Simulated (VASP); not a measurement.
Here is the system:

```yaml
crystal:
  lattice:
    - [0.00098, 6.50898, 6.50738]
    - [6.50898, 0.00098, 6.50738]
    - [3.25498, 3.25498, 0.00000]
  atoms:
    - { symbol: Hg, position: [0.00001, 0.00001, 0.99998] }
    - { symbol: Hg, position: [0.00004, 0.49996, 0.00001] }
    - { symbol: Hg, position: [0.49996, 0.00004, 0.00001] }
    - { symbol: Te, position: [0.12498, 0.12498, 0.25004] }
    - { symbol: Te, position: [0.12536, 0.62492, 0.24972] }
    - { symbol: Te, position: [0.62492, 0.12536, 0.24972] }
    - { symbol: Te, position: [0.62467, 0.62467, 0.25066] }
    - { symbol: Cd, position: [0.50007, 0.50007, 0.99986] }
```

Method: PBEsol GGA, VASP's PBE PAW potentials (set 64) (plane waves; VASP 6.6.1). Run with 400 eV cut-off, Gaussian smearing of 0.050 eV, potentials Hg Te Cd.

Task: Give the energies of bands 28 to 41 at the high-symmetry points, in eV from the Fermi level.

Result: 
```
band      Γ      Y     C0      Z     A0      T      S      R
----  -----  -----  -----  -----  -----  -----  -----  -----
28    -2.13  -2.92  -3.10  -4.02  -4.48  -4.61  -2.97  -4.30
29    -2.13  -2.38  -2.77  -2.50  -2.17  -2.15  -2.35  -2.39
30    -0.98  -2.34  -1.68  -2.49  -2.12  -2.13  -2.26  -2.34
31    -0.95  -1.33  -1.41  -2.48  -2.10  -2.12  -1.62  -2.28
32    -0.89  -1.29  -1.34  -2.46  -2.08  -2.10  -1.54  -2.23
33    -0.87  -1.17  -1.26  -2.36  -1.52  -0.96  -0.58  -1.66
34    -0.53  -1.17  -1.23  -2.34  -1.50  -0.94  -0.57  -1.56
35     0.00  -0.95  -1.13  -0.98  -1.07  -0.88  -0.44  -1.54
36     0.00  -0.90  -0.53  -0.90  -1.03  -0.87  -0.43  -1.54
37     0.00   1.98   1.81   2.15   1.36   0.71   0.89   2.10
38     0.71   2.04   1.98   2.33   1.57   1.01   1.16   2.21
39     1.08   2.15   2.19   3.15   1.99   1.83   2.22   2.22
40     2.10   2.69   2.63   3.60   2.49   2.32   2.48   2.72
41     2.45   2.98   3.37   4.55   2.70   2.45   4.05   4.01
```

It has no gap at this level: it comes out as a metal or semimetal.

The structure was generated: CdHg3Te4 was put into an ordered model structure (Amm2), which need not be its known phase. It was relaxed first.
